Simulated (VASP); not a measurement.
KSrMg6 under changes of volume

One of the cells (30.830 Å³/atom); the others are scaled copies at fixed shape and fractional positions:

```xyz
8
Lattice="5.6030 0.0000 0.0000 0.0000 3.5437 6.2109 0.0000 -3.5437 6.2109" Properties=species:S:1:pos:R:3 pbc="T T T"
Sr    2.8015    0.0000    8.2127
K     0.0000    0.0000   10.4287
Mg    2.8015    0.0000    2.0545
Mg    2.8015    1.7178    5.2110
Mg    2.8015   -1.7178    5.2110
Mg    0.0000    0.0000    4.1381
Mg    0.0000    1.8235    7.2154
Mg    0.0000   -1.8235    7.2154
```

The cell comes from a database or a generator and needn't be the stable form of this composition.

| Item | Value |
| --- | --- |
| Program | VASP 6.6.1 |
| Functional | PBE |
| Potentials or basis | VASP PAW PBE potentials, release 64 (Sr_sv, K_sv, Mg) |
| Cutoff | 520 eV |
| k mesh | 5 × 5 × 5 |
| Occupations | fermi-dirac, width 0.05 eV |
| Spin | no spin polarisation |

```csv
volume (Å³/atom),energy over the lowest point (meV/atom),pressure (GPa),largest force (eV/Å)
28.412,6.60,1.4,0.117
29.016,2.35,0.9,0.119
29.621,0.00,0.4,0.121
30.830,?,?,?
31.434,2.71,-0.8,0.126
32.039,6.37,-1.1,0.128
```

What does the run at 30.830 Å³/atom give?

Energy over the lowest point 0.34 meV/atom; pressure -0.5 GPa; largest force 0.124 eV/Å.

Worked out: A Birch-Murnaghan fit of order 3 (a polynomial in V^(-2/3)) to the other rows has its minimum at 30.15 Å³/atom with B0 = V·E''(V) = 21 GPa and B' = 3.9 at fixed shape and positions, which overstates the stiffness. It gives 0.34 meV/atom at 30.830 Å³/atom, against the run's 0.34, and -dE/dV = -0.4 GPa, against -0.5.

Energies are extrapolated to zero smearing.
